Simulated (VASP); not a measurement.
Consider the following.

```
AlNi
1.0
    2.92840     0.00000     0.00000
    0.00000     2.92840     0.00000
    0.00000     0.00000     2.92840
Al Ni
1 1
Direct
  0.50000   0.50000   0.50000
  0.00000   0.00000   0.00000
```

Method: vdW-DF-cx, VASP's PBE PAW potentials (set 64) (plane waves; VASP 6.6.1). Numerical set-up: 520 eV cut-off, 13×13×13 Γ-centred mesh, first-order Methfessel-Paxton smearing of 0.10 eV, potentials Al Ni.

What does the run give for the energy per atom (σ→0), pressure, band gap (on the k-mesh) with the smallest direct gap where there is one?

```
Item                                                         Value
------------------------  ----------------------------------------
band gap (on the k-mesh)  none (metal, semimetal or under 0.01 eV)
energy per atom (σ→0)                               -3.479 eV/atom
pressure                                                 -8.94 GPa
```

The compound is NiAl in the CsCl type structure. This cell is one point of a volume scan, at 1.06 of the reference volume. The run is not spin-polarised, so no magnetic state was tried. The electron count is odd and the run is not spin-polarised, which forces a metal.
